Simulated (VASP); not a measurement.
Given:

```
CELL_PARAMETERS angstrom
      0.00000     3.04427     3.04427
      3.04427     0.00000     3.04427
      3.04427     3.04427     0.00000
ATOMIC_POSITIONS crystal
  Tb 0.00000 0.00000 0.00000
  Te 0.50000 0.50000 0.50000
```

Level of theory: PBEsol GGA, VASP's PBE PAW potentials (set 64) (plane waves; VASP). Numerical set-up: 400 eV cut-off, 9×9×9 Γ-centred mesh, first-order Methfessel-Paxton smearing of 0.10 eV, potentials Tb_3 Te.

The 4f electrons are frozen in the core of the lanthanide potential, so 4f levels, which can set the real gap, and their magnetism are missing. Unless said otherwise, spin-orbit coupling is left out, though it shifts the bands of the heavy elements here.

**Question.** Predict the energy per atom (σ→0), band gap (on the k-mesh) with the smallest direct gap where there is one.

**Answer.** 
```
Property                                                     Value
------------------------  ----------------------------------------
band gap (on the k-mesh)  none (metal, semimetal or under 0.01 eV)
energy per atom (σ→0)                           -542.8 kJ/mol-atom
```

Only differences to runs with the same potentials and settings are physical.

The structure comes from a computed database's TbTe entry (Fm-3m); how it stands against other phases isn't given here. It was relaxed first. The start is the result of an earlier pass. The electron count is odd and the run is not spin-polarised, which forces a metal.
